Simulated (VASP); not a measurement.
Here is the system:

```yaml
crystal:
  lattice:
    - [3.55149, 0.00000, 0.00000]
    - [0.00000, 3.51222, 0.00000]
    - [0.00000, 0.00000, 3.61517]
  atoms:
    - { symbol: Fe, position: [0.00000, 0.00000, 0.00000], spin: 3.0 }
    - { symbol: Ni, position: [0.00000, 0.50000, 0.50000], spin: 0.7 }
    - { symbol: Ni, position: [0.50000, 0.00000, 0.50000], spin: 0.7 }
    - { symbol: Ni, position: [0.51641, 0.50000, 0.00000], spin: 0.7 }
```

These are PBE GGA + U (Dudarev), VASP's PBE PAW potentials (set 64) (plane waves; VASP) values and carry that method's errors. Run with 400 eV cut-off, 8×8×8 Γ-centred mesh, first-order Methfessel-Paxton smearing of 0.10 eV, potentials Fe Ni, U − J: Fe 4.00 eV, Ni 4.00 eV.

Task: Predict the cell moment, energy per atom (σ→0), pressure, largest force, band gap (on the k-mesh) with the smallest direct gap where there is one.

Result: 
```yaml
band gap (on the k-mesh): none (metal, semimetal or under 0.01 eV)
cell_moment: 5.44 μB
energy per atom (σ→0): -3.732 eV/atom
pressure: -4.36 GPa
largest_force: 0.472 eV/Å
```

Task: Give the moment on each site (PAW-sphere projection).

Result: 
```
site  moment (μB)
----  -----------
Fe1          3.51
Ni2          0.67
Ni3          0.71
Ni4          0.70
```

Only differences to runs with the same potentials and settings are physical.

The compound is Ni3Fe in the L1_2 structure. The cell was not relaxed at this level, atoms are displaced from their ideal sites. The run is one of a series of settings (LDAU = .TRUE., LDAUJ = 0 0, LDAUL = 2 2, LDAUTYPE = 2, LDAUU = 4.0 4.0 against the base run), some of them coarse on purpose.
